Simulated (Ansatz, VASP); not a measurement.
# Cross-check of WS2 between VASP and Ansatz

One calculation is typed for both programs; each brings its own data sets. How far apart do they land? The structure shown is the end of the Ansatz relaxation below.

Method: plane waves, with VASP 6.6.1 beside it; single point at PBEsol with D3(BJ), in Ansatz 0.2.0.

## (1) Set-up

The cell holds 3 atoms: 2 S and 1 W. Cell: a = 3.124 Å, b = 3.124 Å, c = 18.130 Å, α = 90.0°, β = 90.0°, γ = 120.0°. It derives from WS2 (Tungstenite). As first built, before any earlier steps moved the atoms (in the runner's words): kind sheets cut from a layered crystal; sheets 1. Vacuum lies along c.

## (2) Ansatz: relaxation, PBEsol with D3(BJ)

Ansatz runs on its default PAW (the set named soft_2) files.

This run makes the geometry at which the two programs are then compared.

The input, input.yaml:

```yaml
crystal:
  lattice:
    - [3.158, 0.0, 0.0]
    - [-1.579, 2.734908225, 0.0]
    - [0.0, 0.0, 18.130357]
  atoms:
    - { symbol: S, position: [0.0, 0.0, 0.586329161] }
    - { symbol: W, position: [0.666666667, 0.333333333, 0.498963166] }
    - { symbol: S, position: [0.0, 0.0, 0.413670839] }
kpoints:
  mp_grid: { grid: [12, 12, 1] }
scf:
  occupations: { method: fermi_dirac, width: 0.02 }
  n_extra_bands: 8
hamiltonian:
  xc: pbesol
  pseudopotentials: { kind: paw }
  dispersion: d3bj
output:
  forces: true
  write_potential: true
  volumetric_format: []
relax:
  f_tol: 0.03
  max_steps: 45
  cell: { fix: [c, alpha, beta] }
```

Command:

```sh
> ansatz run input.yaml --threads 8 --pin off --max-ram 14336MiB --backend cpu --events-out ev --progress --plain --runs-dir out
```

Numbers of over 12 decimals in the logs are rounded to 6 here.

What it wrote:

```text
scf.n_extra_bands = 8 over 13 filled bands (N_el = 26.0): the run solves 21 bands
Engine: ansatz 0.2.0, x86_64-unknown-linux-gnu
Pseudopotentials: kind: paw
Pseudopotential: S, paw, valence charge 6, recommended cutoff 420 eV (normal), S.paw.azcp
Pseudopotential: W, paw, valence charge 14, recommended cutoff 420 eV (normal), W.paw.azcp
Functional definition: PBEsol
  exchange = pbesol_x
  correlation = pbesol_c
Crystal: 3 atoms, lattice volume = 156.589 Å³
Basis set: ecut = 420 eV, 3025 PW (Γ), exchange–correlation on 48×48×250 points (8 copies of the dense FFT grid, shifted against one another)
Bands: 21, of which v1, the nominal top of the filled ones, is band 13 counted from 1 (12 counted from 0)
Symmetry: 6 space group operations
Space group: P3m1 (ITA 156), of the structure as read, at distance tolerance 5.4e-5 Å
k-points: 19 of 144 (time reversal used)
Non-local potential: S, projectors of the file, l = 0: 2, l = 1: 2, l = 2: 2
Non-local potential: W, projectors of the file, l = 0: 3, l = 1: 2, l = 2: 2, l = 3: 1
PAW form: soft (Blöchl's): semilocal exchange-correlation on the pseudo side does not see the compensation charge
PAW frozen core: S, regenerated for the run's functional, and the local potential with it (the file was generated under x = pbe(κ = 0.804, μ = 0.219515), c = pbe(β = 0.066725))
PAW frozen core: W, regenerated for the run's functional, and the local potential with it (the file was generated under x = pbe(κ = 0.804, μ = 0.219515), c = pbe(β = 0.066725))
PAW one-centre angular grid: S, 110 points (default); XC on 64 Gauss nodes
PAW one-centre angular grid: W, 590 points (default); XC on 64 Gauss nodes
Initial density: superposition of atomic densities (neutral atoms: chi_scale 0, normalization atom), corrected by the library's trained network
Initial wavefunctions: pseudopotential atomic-orbital guess
Functional: x = pbesol(κ = 0.804, μ = 0.123457), c = pbesol(β = 0.046)
SCF iter   1: F=—  HF=-12029.800042 eV  |F-HF|=—  |Δ(HF+E_count)|=         —  Δρ=5.49e-3  dr2=1.10e-1  ethr=1.77e-3  ⟨swp⟩=9.3  Hψ=2774  notcnv=0
preconditioner: auto → none  [insulator: Δε(μ)=1.861 eV  Ē_g=10.824 eV  σ=0.020 eV  W_gap=1.00  n_scr=10 (ndim 8)  ℏωp=12.6 eV  f_vac=0.632  D(μ)=0.00/eV (n_scr^D=0)  ε∞_Penn≈2.4]
SCF iter   2: F=—  HF=-12029.846221 eV  |F-HF|=—  |Δ(HF+E_count)|=   4.62e-2  Δρ=7.91e-3  dr2=3.72e-1  ethr=4.22e-4  ⟨swp⟩=3.5  Hψ=873  notcnv=0  defer=68  recentre
SCF iter   3: F=—  HF=-12029.786651 eV  |F-HF|=—  |Δ(HF+E_count)|=   5.96e-2  Δρ=1.97e-3  dr2=5.35e-3  ethr=4.22e-4  ⟨swp⟩=3.0  Hψ=603  notcnv=0  defer=68
SCF iter   4: F=—  HF=-12029.791093 eV  |F-HF|=—  |Δ(HF+E_count)|=   4.44e-3  Δρ=1.17e-3  dr2=1.44e-2  ethr=2.06e-5  ⟨swp⟩=2.9  Hψ=777  notcnv=0  defer=67
SCF iter   5: F=—  HF=-12029.789979 eV  |F-HF|=—  |Δ(HF+E_count)|=   1.11e-3  Δρ=3.63e-4  dr2=3.52e-4  ethr=2.06e-5  ⟨swp⟩=2.7  Hψ=515  notcnv=0  defer=67
SCF iter   6: F=—  HF=-12029.790037 eV  |F-HF|=—  |Δ(HF+E_count)|=   5.84e-5  Δρ=1.54e-4  dr2=1.80e-5  ethr=1.35e-6  ⟨swp⟩=2.2  Hψ=456  notcnv=0  defer=67
SCF iter   7: F=—  HF=-12029.789938 eV  |F-HF|=—  |Δ(HF+E_count)|=   9.93e-5  Δρ=3.18e-5  dr2=2.48e-6  ethr=6.92e-8  ⟨swp⟩=2.5  Hψ=617  notcnv=0  defer=67
SCF iter   8: F=—  HF=-12029.789937 eV  |F-HF|=—  |Δ(HF+E_count)|=   6.82e-7  Δρ=1.36e-5  dr2=3.96e-7  ethr=9.55e-9  ⟨swp⟩=2.6  Hψ=583  notcnv=0  defer=67
SCF iter   9: F=-12029.789937 eV  HF=-12029.789937 eV  |F-HF|=1.53e-9  |Δ(HF+E_count)|=   7.85e-8  Δρ=2.10e-6  dr2=9.16e-9  ethr=3.85e-10  ⟨swp⟩=12.4  Hψ=2823  notcnv=0
SCF 1 converged in 9 iterations: F = -12029.789937 eV  dr2 = 9.16e-9
  greatest PAW one-centre occupation: 1.000 electrons in one spin orbital (limit 2), on the W atom at site 1 (counted from 0), in its partial waves of l = 0
relax step   1: F+E_penalty+E_count = -12029.78993700 eV  Δ(F+E_penalty+E_count) = +0.000e0 eV  max|allowed force component| = 6.211e-1 eV/Å  Δτ_max = 0.0000 Å  P = -0.931 GPa  Ω = 156.589 Å³  fix = [c, alpha, beta]  reactions: c -0.349 GPa  (9 SCF iters, dr2 threshold 1.00e-7 eV, accepted)
[...]
relax step   2: F+E_penalty+E_count = -12029.80019934 eV  Δ(F+E_penalty+E_count) = -1.026e-2 eV  max|allowed force component| = 2.240e-1 eV/Å  Δτ_max = 0.0313 Å  P = +0.361 GPa  Ω = 150.644 Å³  energy of the carried Pulay correction = +3.276e-4 eV  fix = [c, alpha, beta]  reactions: c -0.428 GPa  (8 SCF iters, dr2 threshold 3.00e-7 eV, accepted)
[...]
relax step   3: F+E_penalty+E_count = -12029.80849914 eV  Δ(F+E_penalty+E_count) = -8.300e-3 eV  max|allowed force component| = 2.013e-2 eV/Å  Δτ_max = 0.0179 Å  P = -0.028 GPa  Ω = 153.250 Å³  energy of the carried Pulay correction = +1.824e-4 eV  fix = [c, alpha, beta]  reactions: c -0.029 GPa  (7 SCF iters, dr2 threshold 3.00e-7 eV, accepted)
[...]
relax step   4: F+E_penalty+E_count = -12029.80832009 eV  Δ(F+E_penalty+E_count) = +1.790e-4 eV  max|allowed force component| = 2.007e-2 eV/Å  Δτ_max = 0.0000 Å  P = -0.028 GPa  Ω = 153.250 Å³  fix = [c, alpha, beta]  reactions: c -0.029 GPa  stress off target by 2.79e-2 GPa on what of the cell is left free  SCF on the basis re-selected at this cell (its energy is not comparable with the rows above)  (8 SCF iters)
basis re-selected at this cell: Δ(F+E_penalty+E_count) = +1.790e-4 eV, ΔP = -0.000 GPa vs the last step (what re-selecting the basis moved, of the pressure what is left beyond the Pulay correction that the steps carried, after the strain that the cell walked since its last selection, with what the two solves' SCF thresholds leave and, on support functions, any second-order correction that the steps lacked; it is no m [...]
SCF converged after 8 iterations
Free energy (F): -12029.808320 eV
Harris-Foulkes:  -12029.808320 eV  (|F-HF|=1.09e-11)
Internal energy: -12029.808320 eV  (E = F + TS)
E sigma→0 (E₀):  -12029.808320 eV
Fermi energy:    1.067397 eV
--- Per-component energies (eV) ---
  E_band       = -472.205559
  E_kinetic    = 667.915301
  E_local      = -14120.639685  (includes V_loc(G=0)·N_el)
  E_nonlocal   = 60.341057
  E_hartree    = 6736.504949
  E_xc         = -459.016432
  E_vxc        = -415.354846  (∫ρ·V_xc dr)
  E_paw        = -9604.588296  (= ΣΔE_a)
  E_vpaw       = -137.477390  (= ΣTr[D̂ρ^β])
  E_aug_tail   = -0.000065  (compensation charges beyond the density's cutoff)
  E_ewald      = 4690.087684
  E_disp       = -0.758523  (pairwise vdW)
  E_core_change = 0.345691  (= ΣΔE_core)
  E_smearing   = -0.000000  (= −TS)
  E_closure    = 0.000000  (closes the sum)
  Σ components = -12029.808320   (vs F -12029.808320, Δ=0.00e0)
--- Forces (eV/Å), atoms counted from 1 ---
  atom   1  S     -0.00000000    -0.00000000    -0.01523367
  atom   2  W     -0.00000000     0.00000000     0.02006971
  atom   3  S      0.00000000     0.00000000    -0.00483609
  max |Σ_I F_I| component: 5.31e-8 eV/Å
--- Stress (GPa, compression-positive) ---
       -0.027869       0.000000      -0.000000
        0.000000      -0.027869      -0.000000
       -0.000000      -0.000000      -0.028762
  P = ⅓ Tr σ = -0.0282 GPa (-0.282 kbar)
--- Band table (eV; the first three rows and the last of 19) ---
  k-point 0: bands = [... 9 lower, -2.1795, -1.4359, -1.4359, -0.1288, 3.1279, 3.1279, 3.2870, 3.2870, ... 4 higher]
  k-point 1: bands = [... 9 lower, -2.5453, -1.6308, -1.2880, -0.1693, 2.9557, 3.0137, 3.1736, 3.3551, ... 4 higher]
  k-point 2: bands = [... 9 lower, -2.2774, -2.0819, -1.3210, -0.3951, 2.4606, 2.9320, 3.0142, 3.8686, ... 4 higher]
  k-point 18: bands = [... 9 lower, -3.8262, -3.2751, -2.3719, 0.0838, 2.1178, 3.3375, 4.2837, 5.9626, ... 4 higher]
--- Relaxed structure (3 steps of the walk, 3 accepted, 1 SCFs on fresh bases) ---
  F+E_penalty+E_count = -12029.80832009 eV   max|allowed force component| = 2.007e-2 eV/Å   (the final SCF, on the basis selected at the relaxed cell)
  cell:  # Å, volume = 153.2504 Å³
    - [3.124153, 0.0, 0]
    - [-1.562077, 2.705596, 0]
    - [0, 0, 18.130357]
  atoms:
    - { symbol: S, position: [-1.2306051203646441e-17, -2.4671622759395387e-17, 0.586399] }
    - { symbol: W, position: [0.666667, 0.333333, 0.499633] }
    - { symbol: S, position: [-1.2650118570440889e-17, -2.4671622759395387e-17, 0.412931] }
```

In the SCF lines HF is the Harris–Foulkes energy and dr2 the Hartree energy of the density residual, in eV; the loop may stop once dr2 is under the threshold and the program's other checks hold. Hψ counts applications of the Hamiltonian.

## (3) VASP: single point, PBEsol with D3(BJ)

The same cell, functional, mesh and smearing now go to VASP, with its own data sets.

Lines of VASP's logs that name or quote its potential files are left out, and so is its time.

The input, INCAR:

```
SYSTEM = WS2
PREC = Accurate
ENCUT = 600
EDIFF = 1E-06
NELM = 120
ISMEAR = -1
SIGMA = 0.02
LREAL = .FALSE.
ALGO = Normal
GGA = PS
IVDW = 12
NBANDS = 15
LASPH = .TRUE.
LORBIT = 11
LWAVE = .FALSE.
LCHARG = .FALSE.
ISIF = 2
GGA_COMPAT = .FALSE.
EFERMI = MIDGAP
```

The input, POSCAR:

```
WS2
1.0
    3.1241534127      0.0000000000      0.0000000000
   -1.5620767064      2.7055962208      0.0000000000
    0.0000000000      0.0000000000     18.1303570000
S W
2 1
Direct
    0.0000000000      0.0000000000      0.5863991972
    0.0000000000      0.0000000000      0.4129311637
    0.6666666667      0.3333333333      0.4996328051
```

The input, KPOINTS:

```
Automatic mesh
0
Gamma
12 12 1
0 0 0
```

The projector-augmented-wave data sets are S and W (PBE family, release 64).

Command:

```sh
> mpirun -np 1 vasp_std
```

What it wrote:

```text
[banner, memory and clock lines left out]
running    1 mpi-ranks, on    1 nodes
 distrk:  each k-point on    1 cores,    1 groups
 distr:  one band on    1 cores,    1 groups

 POSCAR found type information on POSCAR S W
 POSCAR found :  2 types and       3 ions
|                                                                             |
|               ----> ADVICE to this user running VASP <----                  |
|                                                                             |
|     You enforced a specific xc type in the INCAR file but a different       |
|     [... a line on the potential file left out ...]
|     I HOPE YOU KNOW WHAT YOU ARE DOING!                                     |
|                                                                             |

 LDA part: xc-table for (Slater+PW92), standard interpolation
 POSCAR, INCAR and KPOINTS ok, starting setup
 FFT: planning ... GRIDC
 FFT: planning ... GRID_SOFT
 FFT: planning ... GRID
 WAVECAR not read
 entering main loop
       N       E                     dE             d eps       ncg     rms          rms(c)
DAV:   1     0.132756501786E+03    0.13276E+03   -0.71511E+03   570   0.104E+03
DAV:   2    -0.123264549419E+02   -0.14508E+03   -0.13434E+03   885   0.199E+02
DAV:   3    -0.263309386467E+02   -0.14004E+02   -0.13839E+02   781   0.696E+01
DAV:   4    -0.266217354856E+02   -0.29080E+00   -0.29042E+00   748   0.117E+01
DAV:   5    -0.266293850212E+02   -0.76495E-02   -0.76486E-02   840   0.181E+00    0.297E+01
DAV:   6    -0.255318007035E+02    0.10976E+01   -0.27795E+00   862   0.121E+01    0.131E+01
DAV:   7    -0.253774769136E+02    0.15432E+00   -0.10223E+00   710   0.791E+00    0.594E+00
DAV:   8    -0.253100748750E+02    0.67402E-01   -0.14993E-01   766   0.342E+00    0.971E-01
DAV:   9    -0.253083933180E+02    0.16816E-02   -0.27010E-02   815   0.114E+00    0.501E-01
DAV:  10    -0.253065703399E+02    0.18230E-02   -0.82587E-03   773   0.642E-01    0.203E-01
DAV:  11    -0.253065624367E+02    0.79033E-05   -0.65633E-04   780   0.209E-01    0.643E-02
DAV:  12    -0.253064186378E+02    0.14380E-03   -0.28575E-04   773   0.107E-01    0.497E-02
DAV:  13    -0.253064200133E+02   -0.13755E-05   -0.83253E-05   752   0.498E-02    0.234E-02
DAV:  14    -0.253065921208E+02   -0.17211E-03   -0.38643E-05   689   0.347E-02    0.357E-02
DAV:  15    -0.253066296768E+02   -0.37556E-04   -0.90802E-06   661   0.185E-02    0.619E-03
DAV:  16    -0.253066658492E+02   -0.36172E-04   -0.99904E-06   689   0.125E-02    0.938E-03
DAV:  17    -0.253066709717E+02   -0.51225E-05   -0.10468E-06   683   0.535E-03    0.240E-03
DAV:  18    -0.253067091798E+02   -0.38208E-04   -0.23912E-06   668   0.520E-03    0.898E-04
DAV:  19    -0.253067159243E+02   -0.67445E-05   -0.19312E-07   635   0.172E-03    0.912E-04
DAV:  20    -0.253067273251E+02   -0.11401E-04   -0.91436E-07   571   0.283E-03    0.691E-04
DAV:  21    -0.253067291770E+02   -0.18519E-05   -0.11064E-07   586   0.132E-03    0.503E-04
DAV:  22    -0.253067296126E+02   -0.43558E-06   -0.24936E-08   516   0.529E-04
   1 F= -.26065142E+02 E0= -.26065142E+02  d E =-.218645E-22
```

From OUTCAR (step 3):

```text
ion  position               nearest neighbor table
   1  0.000  0.000  0.586-   3 2.39   3 2.39   3 2.39
   2  0.000  0.000  0.413-   3 2.39   3 2.39   3 2.39
   3  0.667  0.333  0.500-   2 2.39   2 2.39   2 2.39   1 2.39   1 2.39   1 2.39

  LATTYP: Found a hexagonal cell.
 ALAT       =     3.1241534127
 C/A-ratio  =     5.8032863963

 Subroutine GETGRP returns: Found  6 space group operations
 (whereof  6 operations were pure point group operations)

The static configuration has the point symmetry C_3v.

 Found     19 irreducible k-points:

   k-points           NKPTS =     19   k-points in BZ     NKDIM =     19   number of bands    NBANDS=     15

   dimension x,y,z NGX =    28 NGY =   28 NGZ =  150
   dimension x,y,z NGXF=    56 NGYF=   56 NGZF=  300

   ENCUT  =  600.0 eV  44.10 Ry    6.64 a.u.   6.24  6.24 36.21*2*pi/ulx,y,z

   NELECT =      18.0000    total number of electrons

 k-points in reciprocal lattice and weights: Automatic mesh
   0.00000000  0.00000000  0.00000000       0.007
   0.08333333 -0.00000000  0.00000000       0.042
   0.16666667  0.00000000  0.00000000       0.042
   0.25000000 -0.00000000  0.00000000       0.042
   0.33333333  0.00000000  0.00000000       0.042
   0.41666667 -0.00000000  0.00000000       0.042
   0.50000000 -0.00000000  0.00000000       0.021
   0.08333333  0.08333333  0.00000000       0.042
   0.16666667  0.08333333  0.00000000       0.083
[...]
0.33333333  0.25000000  0.00000000       0.083
   0.33333333  0.33333333  0.00000000       0.014

 average (electrostatic) potential at core
       1 -93.1797       2 -93.1802       3 -46.9870

 E-fermi :  -0.7539

 k-point     1 :       0.0000    0.0000    0.0000
  band No.  band energies     occupation
    ...
      5      -4.5701      2.00000
      6      -4.0138      2.00000
      7      -3.2615      2.00000
      8      -3.2615      2.00000
      9      -1.9786      2.00000
     10       1.3044      0.00000
     11       1.3044      0.00000
     12       1.4565      0.00000
     13       1.4565      0.00000
     14       3.3936      0.00000
    ...

 k-point     2 :       0.0833   -0.0000    0.0000
  band No.  band energies     occupation
    ...
      5      -4.4470      2.00000
      6      -4.3743      2.00000
      7      -3.4567      2.00000
      8      -3.1202      2.00000
      9      -2.0194      2.00000
     10       1.1255      0.00000
     11       1.1886      0.00000
     12       1.3429      0.00000
     13       1.5292      0.00000
     14       3.6285      0.00000
    ...

 k-point     3 :       0.1667    0.0000    0.0000
  band No.  band energies     occupation
    ...
      5      -5.0287      2.00000
      6      -4.1079      2.00000
      7      -3.9085      2.00000
      8      -3.1609      2.00000
      9      -2.2441      2.00000
     10       0.6306      0.00000
     11       1.1000      0.00000
     12       1.1870      0.00000
     13       2.0363      0.00000
     14       4.0844      0.00000
    ...

 Edisp (eV)   -0.75841

  Total      -0.15072    -0.15072    -0.08087     0.00000     0.00000    -0.00000
  in kB      -1.57568    -1.57568    -0.84546     0.00000     0.00000    -0.00000
  external pressure =       -1.33 kB  Pullay stress =        0.00 kB

  energy-cutoff  :      600.00
  volume of cell :      153.25
      direct lattice vectors                 reciprocal lattice vectors
     3.124153413  0.000000000  0.000000000     0.320086714  0.184802151  0.000000000
    -1.562076706  2.705596221  0.000000000     0.000000000  0.369604301  0.000000000
     0.000000000  0.000000000 18.130357000     0.000000000  0.000000000  0.055156112

 POSITION                                       TOTAL-FORCE (eV/Angst)
 -----------------------------------------------------------------------------------
      0.00000      0.00000     10.63163         0.000000      0.000000     -0.029745
      0.00000      0.00000      7.48659        -0.000000      0.000000      0.009462
      1.56208      0.90187      9.05852         0.000000     -0.000000      0.020283
 -----------------------------------------------------------------------------------
    total drift:                                0.000000      0.000000     -0.000006

  FREE ENERGIE OF THE ION-ELECTRON SYSTEM (eV)
  ---------------------------------------------------
  free  energy   TOTEN  =       -26.0651421563 eV

  energy  without entropy=      -26.0651421563  energy(sigma->0) =      -26.06514216

 total charge
# of ion       s       p       d       tot
------------------------------------------
    1        1.353   2.353   0.000   3.706
    2        1.353   2.353   0.000   3.706
    3        0.574   0.743   4.337   5.653
--------------------------------------------------
tot          3.280   5.449   4.337  13.065

[... 3 further parts left out ...]
```

This run has no spin polarisation, so a moment on W, if there is one, isn't seen. The data set W keeps the semicore shell frozen, which is cheaper and a little less accurate.

## (4) Comparison

Known differences besides the potentials themselves: the data sets hold 26 valence electrons in Ansatz (on its default PAW (the set named soft_2) files) and 18 in VASP; the cutoff is 420 eV in Ansatz and 600 eV in VASP; Ansatz makes its cores anew for this functional, VASP keeps those of its PBE data sets; Ansatz's pressure holds a Pulay correction, VASP's none. Total energies have different zeros and are not compared.

The two programs side by side:

```csv
quantity,Ansatz,VASP,difference
pressure (GPa),-0.03,-0.13,+0.11
gap on the k mesh (eV),1.990,1.987,+0.003
```

At this near-relaxed geometry the largest component of a force difference is 15 meV/Å. A gap on the mesh is an upper bound, since the band edges may lie between its points; neither run holds spin-orbit coupling, which can move the band edges of a compound of W. With vacuum in the cell, a pressure given here is an average over mostly empty space and none of the material.

## (5) Results

```
difference in gap on the k mesh (single point, PBEsol with D3(BJ)) : 0.0026 eV
r.m.s. force difference (single point, PBEsol with D3(BJ))         : 6.8 meV/Å
```

What this shows: The r.m.s. force difference is 6.8 meV/Å (single point, PBEsol with D3(BJ)), within the 12 meV/Å picked in this series as the mark of a large difference. The data sets hold unlike numbers of valence electrons (26 in Ansatz and 18 in VASP), so part of the differences comes from the potentials. How closely two codes agree says nothing of how well the functional describes the real material.

[Lines on the potential files, build, host, timing and source positions are cut from VASP's logs without a mark.]

[Logs are printed without paths, hosts, clocks, repeated set-up lines and the standing remarks that a program may print on its own settings, such as how far it seeks lower states.]

[Hosts, paths, dates, database ids (printed as entryN), source tags and the programs' standing remarks are cut or masked in the printed files.]
